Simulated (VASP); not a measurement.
Output of a VASP run:

**OUTCAR**
```
 ion  position               nearest neighbor table
   1  0.000  0.000  0.000-
   2  0.500  0.500  0.500-
  LATTYP: Found a face centered cubic cell.
 ALAT       =     6.4700000000
 Subroutine PRICEL returns:
 Original cell was already a primitive cell.
 Subroutine GETGRP returns: Found 48 space group operations
The static configuration has the point symmetry O_h .
The dynamic configuration has the point symmetry O_h .
 Subroutine INISYM returns: Found 48 space group operations
 Subroutine IBZKPT returns following result:
 Found      8 irreducible k-points:

 Following reciprocal coordinates:
            Coordinates               Weight
  0.000000  0.000000  0.000000      1.000000
  0.250000  0.000000  0.000000      8.000000
  0.500000  0.000000  0.000000      4.000000
  0.250000  0.250000  0.000000      6.000000
  0.500000  0.250000  0.000000     24.000000
 -0.250000  0.250000  0.000000     12.000000
  0.500000  0.500000  0.000000      3.000000
 -0.250000  0.500000  0.250000      6.000000
   k-points           NKPTS =      8   k-points in BZ     NKDIM =      8   number of bands    NBANDS=     12
   number of dos      NEDOS =    301   number of ions     NIONS =      2
   total plane-waves  NPLWV =  21952
   dimension x,y,z NGX =    28 NGY =   28 NGZ =   28
   dimension x,y,z NGXF=    56 NGYF=   56 NGZF=   56
   ions per type =               1   1
   PREC   = normal    normal or accurate (medium, high low for compatibility)
   ISTART =      0    job   : 0-new  1-cont  2-samecut
   ICHARG =      2    charge: 1-file 2-atom 10-const
   ISPIN  =      1    spin polarized calculation?
   LNONCOLLINEAR =      F non collinear calculations
   LSORBIT =      F    spin-orbit coupling
   INIWAV =      1    electr: 0-lowe 1-rand  2-diag
   ENCUT  =  500.0 eV  36.75 Ry    6.06 a.u.   8.34  8.34  8.34*2*pi/ulx,y,z
   NELM   =    100;   NELMIN=  2; NELMDL= -5     # of ELM steps
   EDIFF  = 0.1E-07   stopping-criterion for ELM
   LREAL  =      F    real-space projection
   NLSPLINE    = F    spline interpolate recip. space projectors
   LMAXMIX     =    2 max onsite mixed and CHGCAR
   VOSKOWN=      0    Vosko Wilk Nusair interpolation
   EDIFFG = 0.1E-06   stopping-criterion for IOM
   NSW    =      0    number of steps for IOM
   NBLOCK =      1;   KBLOCK =      1    inner block; outer block
   IBRION =     -1    ionic relax: 0-MD 1-quasi-New 2-CG
   NFREE  =      0    steps in history (QN), initial steepest desc. (CG)
   ISIF   =      2    stress and relaxation
   ISYM   =      2    0-nonsym 1-usesym 2-fastsym
   TEIN   =    0.0    initial temperature
   TEBEG  =    0.0;   TEEND  =   0.0 temperature during run
   SMASS  =  -3.00    Nose mass-parameter (am)
   PSTRESS=    0.0 pullay stress
   NELECT =      16.0000    total number of electrons
   EFERMI =   0.00;   METHOD = LEGACY
   ISMEAR =     0;   SIGMA  =   0.01  broadening in eV -4-tet -1-fermi 0-gaus
   IALGO  =     38    algorithm
   LDIAG  =      T    sub-space diagonalisation (order eigenvalues)
   IMIX   =      4    mixing-type and parameters
     AMIX     =   0.40;   BMIX     =  1.00
     AMIX_MAG =   1.60;   BMIX_MAG =  1.00
     AMIN     =   0.10
   GGA     = PE    functional components
   VOSKOWN =     0    Vosko Wilk Nusair interpolation
   LHFCALC =     F    Hartree Fock is set to
   LHFONE  =     F    Hartree Fock one center treatment
   AEXX    =    0.0000 exact exchange contribution
   IVDW    =     0    specifies the selected vdW correction
   LEPSILON=     F    determine dielectric tensor
   LRPA    =     F    only Hartree local field effects (RPA)
  energy-cutoff  :      500.00
  volume of cell :       67.71
      direct lattice vectors                 reciprocal lattice vectors
     0.000000000  3.235000000  3.235000000    -0.154559505  0.154559505  0.154559505
     3.235000000  0.000000000  3.235000000     0.154559505 -0.154559505  0.154559505
     3.235000000  3.235000000  0.000000000     0.154559505  0.154559505 -0.154559505
 k-point     1 :   0.0000 0.0000 0.0000  plane waves:    1759
 k-point     2 :   0.2500 0.0000 0.0000  plane waves:    1724
...
```

**OSZICAR**
```
       N       E                     dE             d eps       ncg     rms          rms(c)
DAV:   1     0.122567343191E+03    0.12257E+03   -0.71806E+03   192   0.113E+03
DAV:   2    -0.781326004330E+00   -0.12335E+03   -0.11568E+03   200   0.321E+02
DAV:   3    -0.708170236356E+01   -0.63004E+01   -0.62343E+01   252   0.705E+01
DAV:   4    -0.745668112364E+01   -0.37498E+00   -0.37468E+00   276   0.181E+01
DAV:   5    -0.746235868157E+01   -0.56776E-02   -0.56774E-02   248   0.226E+00    0.848E-01
DAV:   6    -0.745335109012E+01    0.90076E-02   -0.26181E-02   256   0.153E+00    0.488E-01
DAV:   7    -0.746009534586E+01   -0.67443E-02   -0.25459E-02   228   0.101E+00    0.153E-01
DAV:   8    -0.746266558533E+01   -0.25702E-02   -0.27590E-03   212   0.481E-01    0.316E-02
DAV:   9    -0.746271884411E+01   -0.53259E-04   -0.10675E-04   296   0.103E-01    0.194E-02
DAV:  10    -0.746274237907E+01   -0.23535E-04   -0.44453E-05   200   0.717E-02    0.280E-03
DAV:  11    -0.746274153983E+01    0.83924E-06   -0.12211E-06   244   0.182E-02    0.111E-03
DAV:  12    -0.746274181894E+01   -0.27911E-06   -0.24606E-07   200   0.325E-03    0.780E-04
DAV:  13    -0.746274217337E+01   -0.35443E-06   -0.22395E-08   220   0.145E-03    0.840E-05
DAV:  14    -0.746274216054E+01    0.12834E-07   -0.91106E-10   120   0.229E-04    0.530E-05
DAV:  15    -0.746274213437E+01    0.26173E-07   -0.17601E-10   108   0.147E-04    0.552E-06
DAV:  16    -0.746274213450E+01   -0.13097E-09   -0.35359E-11   108   0.755E-05
   1 F= -.74627421E+01 E0= -.74627421E+01  d E =-.654657-140
```

### OUTCAR
```
------------------------ aborting loop because EDIFF is reached ----------------------------------------
  FORCE on cell =-STRESS in cart. coord.  units (eV):
  Direction    XX          YY          ZZ          XY          YZ          ZX
  --------------------------------------------------------------------------------------
  Total        0.1579025      0.1579025      0.1579025      0.0000000      0.0000000     -0.0000000
  in kB        3.7363434      3.7363434      3.7363434      0.0000000      0.0000000     -0.0000000
  external PRESSURE =       3.7363434 kB  Pullay stress =       0.0000000 kB
  volume of cell :       67.71
      direct lattice vectors                 reciprocal lattice vectors
     0.000000000  3.235000000  3.235000000    -0.154559505  0.154559505  0.154559505
     3.235000000  0.000000000  3.235000000     0.154559505 -0.154559505  0.154559505
     3.235000000  3.235000000  0.000000000     0.154559505  0.154559505 -0.154559505
  FREE ENERGIE OF THE ION-ELECTRON SYSTEM (eV)
  ---------------------------------------------------
  free  energy   TOTEN  =        -7.4627421345 eV

  energy  without entropy=       -7.4627421345  energy(sigma->0) =       -7.46274213
```
(Selected blocks of OUTCAR.)

File POSCAR:
```
NaI
1
    0.0000000000     3.2350000000     3.2350000000
    3.2350000000     0.0000000000     3.2350000000
    3.2350000000     3.2350000000     0.0000000000
Na I
1 1
Direct
  0.0000000000   0.0000000000   0.0000000000
  0.5000000000   0.5000000000   0.5000000000
```

**Question.** Write an INCAR and KPOINTS that could have produced this output.

**Answer.** One answer among several that fit: the input of the run itself, PBE GGA, plane waves, VASP's PBE PAW potentials (set 64).

INCAR:
```
! general
SYSTEM = NaI
PREC   = Normal
ENCUT  = 500   ! plane-wave cut-off (eV)
LREAL  = .FALSE.   ! projection in real space or not
LASPH  = .TRUE.

! electronic loop
EDIFF  = 1E-8   ! SCF stop (eV)
NELM   = 100   ! most electronic steps
ALGO   = Normal   ! blocked Davidson

! smearing
ISMEAR = 0
SIGMA  = 0.01   ! width (eV)

! functional
GGA    = PE   ! PBE

! output
LWAVE  = .TRUE.
LCHARG = .FALSE.
```

**KPOINTS**
```
Automatic mesh
0
Gamma
4 4 4
0 0 0
```

POTCAR, in this order: Na_sv_GW I_GW (PBE.64 set). Program: vasp_std.

The compound is NaI in the rock salt structure. The cell was not relaxed at this level. The k-mesh is coarse (spacing up to 0.42 per Å, 2π included), so the numbers may not be converged in it.
